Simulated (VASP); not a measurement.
# Driving VASP from ASE on Ti2CS, part 3 of 4

Do ASE scripts that read Ti2CS from different structure formats give one answer, and do several routes find one equilibrium volume? All runs use r2SCAN. Left out of this account: 1 further run (self-consistent run: a reference on another mesh). The start is a cell from a database of measured crystal structures.

VASP 6.6.1; r2SCAN, no spin polarisation; plane waves and PAW (Ti_sv, C, S).

Still holding for the runs below: This run has no spin polarisation, although Ti can carry a moment.

So far. Step 3 (A single point (r2SCAN, through ASE)): The energy lies -1.63 meV an atom from the first script, on another mesh. Step 4 (Relaxing cell and atoms (r2SCAN, through ASE)): It ends with a largest force of 0.003 eV/Å and a pressure of 0.02 GPa.

## (5) Energy against volume, from ASE (r2SCAN)

An ASE loop scales the volume and fits the energies, which gives the bulk modulus from energies alone.

Input file run.py:

```python
import numpy as np
from ase.calculators.vasp import Vasp
from ase.io import read
from ase.eos import EquationOfState
from ase.units import GPa

atoms = read('Ti2CS.cif')

calc = Vasp(
    xc='r2scan',
    pp='PBE',
    prec='Accurate',
    encut=520,
    ediff=1e-06,
    nelm=100,
    ismear=-1,
    sigma=0.05,
    lreal=False,
    algo='Normal',
    lasph=True,
    nbands=42,
    lorbit=11,
    lwave=False,
    lcharg=False,
    kpar=8,
    isif=2,
    pp_version='64',
    setups={'Ti': '_sv', 'C': '', 'S': ''},
    kpts=(11, 11, 3),
    gamma=True,
    txt='vasp.out',
)
atoms.calc = calc

cell, volumes, energies = atoms.get_cell(), [], []
for x in [0.94, 0.96, 0.98, 1.0, 1.02, 1.04, 1.06]:
    atoms.set_cell(cell * x ** (1 / 3), scale_atoms=True)
    volumes.append(atoms.get_volume())
    energies.append(atoms.get_potential_energy())
    print(f"{x:.2f}  V = {volumes[-1]:.4f} A^3  E = {energies[-1]:.6f} eV")
v0, e0, b0 = EquationOfState(volumes, energies, eos="birchmurnaghan").fit()
print(f"V0 = {v0:.4f} A^3  E0 = {e0:.6f} eV  B0 = {b0 / GPa:.2f} GPa")
```

Input file Ti2CS.cif:

```cif
data_Ti2CS
_cell_length_a 3.21000000
_cell_length_b 3.21000000
_cell_length_c 11.20000000
_cell_angle_alpha 90.00000000
_cell_angle_beta 90.00000000
_cell_angle_gamma 120.00000000
_space_group_name_H-M_alt 'P1'
_space_group_name_Hall 'P 1'
_space_group_IT_number 1
loop_
_space_group_symop_operation_xyz
'x,y,z'
loop_
_atom_site_label
_atom_site_type_symbol
_atom_site_symmetry_multiplicity
_atom_site_Wyckoff_symbol
_atom_site_fract_x
_atom_site_fract_y
_atom_site_fract_z
_atom_site_occupancy
Ti1 Ti 1 a 0.3333333333 0.6666666667 0.0990000000 1
Ti2 Ti 1 a 0.6666666667 0.3333333333 0.5990000000 1
Ti3 Ti 1 a 0.3333333333 0.6666666667 0.4010000000 1
Ti4 Ti 1 a 0.6666666667 0.3333333333 0.9010000000 1
C1 C 1 a 0.0000000000 0.0000000000 0.0000000000 1
C2 C 1 a 0.0000000000 0.0000000000 0.5000000000 1
S1 S 1 a 0.6666666667 0.3333333333 0.2500000000 1
S2 S 1 a 0.3333333333 0.6666666667 0.7500000000 1
```

Potentials, in the order of the species: Ti_sv, C and S (PBE family, release 64).

Launch:

```
$ export ASE_VASP_COMMAND="mpirun -np 8 vasp_std"
$ python run.py
```

Log:

```text
0.94  V = 93.9478 A^3  E = -98.876297 eV
0.96  V = 95.9467 A^3  E = -99.018685 eV
0.98  V = 97.9456 A^3  E = -99.100891 eV
1.00  V = 99.9445 A^3  E = -99.128817 eV
1.02  V = 101.9433 A^3  E = -99.107672 eV
1.04  V = 103.9422 A^3  E = -99.042251 eV
1.06  V = 105.9411 A^3  E = -98.936878 eV
V0 = 100.0489 A^3  E0 = -99.128863 eV  B0 = 195.46 GPa
```

Elapsed: 4.2 min, on 8 MPI ranks of Intel Xeon 6975P-C (Granite Rapids), shared host; peak memory 2.5 GiB; 28 min of CPU time.

ASE turned this into the INCAR:

```
ENCUT = 520.000000
SIGMA = 0.050000
EDIFF = 1.00e-06
ALGO = Normal
METAGGA = R2SCAN
PREC = Accurate
ISIF = 2
ISMEAR = -1
KPAR = 8
LORBIT = 11
NBANDS = 42
NELM = 100
LASPH = .TRUE.
LCHARG = .FALSE.
LWAVE = .FALSE.
LREAL = .FALSE.
```

The KPOINTS that ASE wrote:

```
KPOINTS created by Atomic Simulation Environment
0
Gamma
11 11 3
0 0 0
```

vasp.out (the last of its runs):

```text
[banner, memory and clock lines left out]
running    8 mpi-ranks, on    1 nodes
 distrk:  each k-point on    1 cores,    8 groups
 distr:  one band on    1 cores,    1 groups

 POSCAR found type information on POSCAR TiC S
 POSCAR found :  3 types and       8 ions
 [... a notice as in an earlier step ...]

 [... a notice as in an earlier step ...]

 LDA part: xc-table for (None), standard interpolation
 POSCAR, INCAR and KPOINTS ok, starting setup
 FFT: planning ... GRIDC
 FFT: planning ... GRID_SOFT
 FFT: planning ... GRID
 WAVECAR not read
 WARNING: random wavefunctions but no delay for mixing, default for NELMDL
 entering main loop
       N       E                     dE             d eps       ncg     rms          rms(c)
DAV:   1     0.886334044134E+03    0.88633E+03   -0.34484E+04  2688   0.196E+03
DAV:   2     0.229492206760E+02   -0.86338E+03   -0.84341E+03  2690   0.592E+02
DAV:   3    -0.115758066208E+03   -0.13871E+03   -0.13607E+03  4228   0.199E+02
DAV:   4    -0.130142774735E+03   -0.14385E+02   -0.14248E+02  3984   0.608E+01
DAV:   5    -0.130985223425E+03   -0.84245E+00   -0.84180E+00  4272   0.138E+01    0.313E+01
DAV:   6    -0.981877051943E+02    0.32798E+02   -0.11899E+02  3516   0.784E+01    0.109E+01
DAV:   7    -0.988662703359E+02   -0.67857E+00   -0.79113E+00  3632   0.162E+01    0.556E+00
DAV:   8    -0.989567886337E+02   -0.90518E-01   -0.12097E+00  3906   0.480E+00    0.212E+00
DAV:   9    -0.989418775070E+02    0.14911E-01   -0.33804E-01  4080   0.262E+00    0.825E-01
DAV:  10    -0.989453354426E+02   -0.34579E-02   -0.38170E-02  3924   0.118E+00    0.325E-01
DAV:  11    -0.989472022853E+02   -0.18668E-02   -0.10265E-02  3808   0.459E-01    0.166E-01
DAV:  12    -0.989468604122E+02    0.34187E-03   -0.27584E-03  3778   0.240E-01    0.571E-02
DAV:  13    -0.989469295286E+02   -0.69116E-04   -0.24935E-04  4128   0.869E-02    0.206E-02
DAV:  14    -0.989469238944E+02    0.56342E-05   -0.31535E-05  3420   0.244E-02    0.635E-03
DAV:  15    -0.989469235766E+02    0.31773E-06   -0.22494E-06  2704   0.899E-03
   1 F= -.98946924E+02 E0= -.98936878E+02  d E =-.200916E-01
```

From OUTCAR (step 5):

```text
   ENCUT  =  520.0 eV  38.22 Ry    6.18 a.u.   6.09  6.09 21.23*2*pi/ulx,y,z

   NELECT =      68.0000    total number of electrons

 E-fermi :   9.4189

 k-point     1 :       0.0000    0.0000    0.0000
  band No.  band energies     occupation
    ...
     33       9.2731      1.89722
     34       9.2745      1.89459
     35       9.2745      1.89456
     36       9.4684      0.54204
     37       9.4684      0.54193
     38      10.1855      0.00000
     39      10.1855      0.00000
     40      10.3979      0.00000
     41      10.8185      0.00000
     42      10.8247      0.00000

  Total       -6.6809929     -6.6809929     -6.5361853     -0.0000000      0.0000000      0.0000000
  in kB     -101.0385270   -101.0385270    -98.8485611     -0.0000000      0.0000000      0.0000000
  external PRESSURE =    -100.3085384 kB  Pullay stress =       0.0000000 kB

 POSITION                                       TOTAL-FORCE (eV/Angst)
 -----------------------------------------------------------------------------------
     -0.00000      1.88964      1.13055        -0.000000      0.000000     -0.270223
      1.63648      0.94482      6.84038         0.000000      0.000000     -0.270223
     -0.00000      1.88964      4.57929        -0.000000      0.000000      0.270223
      1.63648      0.94482     10.28912         0.000000      0.000000      0.270223
      0.00000      0.00000      0.00000         0.000000      0.000000      0.000000
      0.00000      0.00000      5.70983         0.000000      0.000000      0.000000
      1.63648      0.94482      2.85492         0.000000      0.000000      0.000000
     -0.00000      1.88964      8.56475         0.000000     -0.000000      0.000000
 -----------------------------------------------------------------------------------
    total drift:                                0.000000      0.000000      0.000000

  FREE ENERGIE OF THE ION-ELECTRON SYSTEM (eV)
  ---------------------------------------------------
  free  energy   TOTEN  =       -98.9469235766 eV

  energy  without entropy=      -98.9268319289  energy(sigma->0) =      -98.93687775

[... 4 parts as in an earlier step ...]

[... 12 further parts left out ...]
```

Numbers from this step:

| Property | Result |
| --- | --- |
| bulk modulus | 195.5 GPa |
| equilibrium volume of the fit | 12.51 Å³/atom |

The fitted volume lies +0.10 % from the relaxed one.

## (6) BFGS in ASE (r2SCAN)

Here ASE drives the relaxation and calls VASP for forces and stress at each step.

Input file run.py:

```python
import numpy as np
from ase.calculators.vasp import Vasp
from ase import Atoms
from ase.optimize import BFGS
from ase.filters import FrechetCellFilter

atoms = Atoms(['Ti', 'Ti', 'Ti', 'Ti', 'C', 'C', 'S', 'S'],
              cell=[[3.21, 0.0, 0.0], [-1.605, 2.77994155, 0.0], [0.0, 0.0, 11.2]],
              scaled_positions=[[0.33333333, 0.66666667, 0.099], [0.66666667, 0.33333333, 0.599], [0.33333333, 0.66666667, 0.401], [0.66666667, 0.33333333, 0.901], [0.0, 0.0, 0.0], [0.0, 0.0, 0.5], [0.66666667, 0.33333333, 0.25], [0.33333333, 0.66666667, 0.75]],
              pbc=True)

calc = Vasp(
    xc='r2scan',
    pp='PBE',
    prec='Accurate',
    encut=520,
    ediff=1e-06,
    nelm=100,
    ismear=-1,
    sigma=0.05,
    lreal=False,
    algo='Normal',
    lasph=True,
    nbands=42,
    lorbit=11,
    lwave=False,
    lcharg=False,
    kpar=8,
    isif=2,
    pp_version='64',
    setups={'Ti': '_sv', 'C': '', 'S': ''},
    kpts=(11, 11, 3),
    gamma=True,
    txt='vasp.out',
)
atoms.calc = calc

BFGS(FrechetCellFilter(atoms)).run(fmax=0.02, steps=30)
print("cell (A, degrees):", np.round(atoms.cell.cellpar(), 4))
print("volume (A^3):", round(atoms.get_volume(), 4))
print("energy (eV):", round(atoms.get_potential_energy(), 6))
print("Fermi level (eV):", round(calc.get_fermi_level(), 4))
print("forces (eV/A):")
print(np.round(atoms.get_forces(), 4))
print("stress (GPa, Voigt, tension positive):", np.round(atoms.get_stress() * 160.21766, 3))
```

Log:

```text
Step     Time          Energy          fmax
BFGS:    0 --:--:--      -99.137948        0.058990
BFGS:    1 --:--:--      -99.138131        0.053323
BFGS:    2 --:--:--      -99.138358        0.038848
BFGS:    3 --:--:--      -99.138408        0.034717
BFGS:    4 --:--:--      -99.138694        0.031493
BFGS:    5 --:--:--      -99.138796        0.019930
cell (A, degrees): [  3.2069   3.2069  11.2257  90.      90.     120.    ]
volume (A^3): 99.9779
energy (eV): -99.129707
Fermi level (eV): 10.1356
forces (eV/A):
[[ 0.      0.     -0.0199]
 [ 0.     -0.     -0.0199]
 [ 0.      0.      0.0199]
 [-0.     -0.      0.0199]
 [-0.      0.     -0.    ]
 [-0.      0.     -0.    ]
 [-0.      0.     -0.    ]
 [ 0.     -0.      0.    ]]
stress (GPa, Voigt, tension positive): [ 0.083  0.083  0.034 -0.    -0.    -0.   ]
```

Elapsed: 3.7 min, on 8 MPI ranks; peak memory 2.4 GiB; 25 min of CPU time.

The INCAR that ASE wrote:

```
ENCUT = 520.000000
SIGMA = 0.050000
EDIFF = 1.00e-06
ALGO = Normal
METAGGA = R2SCAN
PREC = Accurate
ISIF = 2
ISMEAR = -1
KPAR = 8
LORBIT = 11
NBANDS = 42
NELM = 100
LASPH = .TRUE.
LCHARG = .FALSE.
LWAVE = .FALSE.
LREAL = .FALSE.
```

The KPOINTS that ASE wrote:

```
KPOINTS created by Atomic Simulation Environment
0
Gamma
11 11 3
0 0 0
```

VASP's own log, vasp.out (the last of its runs):

```text
[... set-up lines as in an earlier step ...]
 entering main loop
       N       E                     dE             d eps       ncg     rms          rms(c)
DAV:   1     0.903102657747E+03    0.90310E+03   -0.34211E+04  2688   0.198E+03
DAV:   2     0.277221546626E+02   -0.87538E+03   -0.85502E+03  2696   0.604E+02
DAV:   3    -0.115952684719E+03   -0.14367E+03   -0.14036E+03  4226   0.204E+02
DAV:   4    -0.130152661280E+03   -0.14200E+02   -0.14111E+02  3984   0.620E+01
DAV:   5    -0.130979340857E+03   -0.82668E+00   -0.82540E+00  4280   0.138E+01    0.337E+01
DAV:   6    -0.982742550090E+02    0.32705E+02   -0.11334E+02  3512   0.794E+01    0.115E+01
DAV:   7    -0.990454681063E+02   -0.77121E+00   -0.73774E+00  3664   0.161E+01    0.598E+00
DAV:   8    -0.991475335612E+02   -0.10207E+00   -0.11580E+00  3944   0.504E+00    0.218E+00
DAV:   9    -0.991333952965E+02    0.14138E-01   -0.33624E-01  4064   0.276E+00    0.798E-01
DAV:  10    -0.991372566040E+02   -0.38613E-02   -0.34757E-02  3804   0.114E+00    0.337E-01
DAV:  11    -0.991390169434E+02   -0.17603E-02   -0.81959E-03  3704   0.445E-01    0.152E-01
DAV:  12    -0.991387542701E+02    0.26267E-03   -0.21113E-03  3810   0.216E-01    0.577E-02
DAV:  13    -0.991388015481E+02   -0.47278E-04   -0.21492E-04  4112   0.856E-02    0.219E-02
DAV:  14    -0.991387985061E+02    0.30419E-05   -0.25812E-05  3326   0.234E-02    0.538E-03
DAV:  15    -0.991387962900E+02    0.22162E-05   -0.16487E-06  2384   0.797E-03    0.222E-03
DAV:  16    -0.991387964775E+02   -0.18752E-06   -0.42908E-07  2150   0.432E-03
   1 F= -.99138796E+02 E0= -.99129707E+02  d E =-.181789E-01
```

Parts of OUTCAR (step 6):

```text
   ENCUT  =  520.0 eV  38.22 Ry    6.18 a.u.   5.96  5.96 20.87*2*pi/ulx,y,z

   NELECT =      68.0000    total number of electrons

 E-fermi :  10.1356

 k-point     1 :       0.0000    0.0000    0.0000
  band No.  band energies     occupation
    ...
     31       9.2362      2.00000
     32       9.2362      2.00000
     33       9.9197      1.97374
     34       9.9841      1.90797
     35       9.9841      1.90797
     36      10.1931      0.48104
     37      10.1931      0.48102
     38      10.9619      0.00000
     39      10.9619      0.00000
     40      11.1882      0.00000
    ...

  Total       -0.0517570     -0.0517570     -0.0214581      0.0000000      0.0000000      0.0000000
  in kB       -0.8294225     -0.8294225     -0.3438722      0.0000000      0.0000000      0.0000000
  external PRESSURE =      -0.6675724 kB  Pullay stress =       0.0000000 kB

 POSITION                                       TOTAL-FORCE (eV/Angst)
 -----------------------------------------------------------------------------------
     -0.00000      1.85148      1.11380         0.000000      0.000000     -0.019885
      1.60343      0.92574      6.72664         0.000000     -0.000000     -0.019885
     -0.00000      1.85148      4.49904         0.000000      0.000000      0.019885
      1.60343      0.92574     10.11188        -0.000000     -0.000000      0.019885
      0.00000      0.00000      0.00000        -0.000000      0.000000     -0.000000
      0.00000      0.00000      5.61284        -0.000000      0.000000     -0.000000
      1.60343      0.92574      2.80642        -0.000000      0.000000     -0.000000
     -0.00000      1.85148      8.41926         0.000000     -0.000000      0.000000
 -----------------------------------------------------------------------------------
    total drift:                               -0.000000     -0.000000      0.000000

  FREE ENERGIE OF THE ION-ELECTRON SYSTEM (eV)
  ---------------------------------------------------
  free  energy   TOTEN  =       -99.1387964775 eV

  energy  without entropy=      -99.1206175318  energy(sigma->0) =      -99.12970700

[... 4 parts as in an earlier step ...]

[... 12 further parts left out ...]
```

Numbers from this step:

```
optimizer steps   : 5
volume after bfgs : 12.50 Å³/atom
```

## (7) The runs together

```
                                                run  atoms     mesh  energy (eV/atom)  pressure (GPa)
               ASE, structure typed into the script      8  11×11×3         -12.39110           0.120
ASE, structure read from a CIF with its space group      8  10×10×3         -12.39273           0.094
```

(Part 3 of 4 ends here.)

[Lines on the potential files, build, host, timing and source positions are cut from VASP's logs without a mark.]

[Logs are printed without paths, hosts, clocks, repeated set-up lines and the standing remarks that a program may print on its own settings, such as how far it seeks lower states.]

[Hosts, paths, dates, database ids (printed as entryN), source tags and the programs' standing remarks are cut or masked in the printed files.]

[A measured line is paired with the nearest computed mode of its activity, which favours agreement.]
